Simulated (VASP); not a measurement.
Data:

```yaml
crystal:
  lattice:
    - [0.00000, 3.10823, 3.10823]
    - [3.10823, 0.00000, 3.10823]
    - [3.10823, 3.10823, 0.00000]
  atoms:
    - { symbol: Pb, position: [0.00000, 0.00000, 0.00000] }
    - { symbol: Se, position: [0.50000, 0.50000, 0.50000] }
```

Method: PBE GGA, VASP's PBE PAW potentials (set 64) (plane waves; VASP 6.6.1). Settings: 480 eV cut-off, 7×7×7 Γ-centred mesh, Gaussian smearing of 0.050 eV, potentials Pb_d Se.

Task: Predict the energy per atom (σ→0).

Result: 
```json
{
 "energy per atom (σ→0)": "-4.100 eV/atom"
}
```

The compound is PbSe in the rock salt structure. It was relaxed first. The start is the result of an earlier pass.
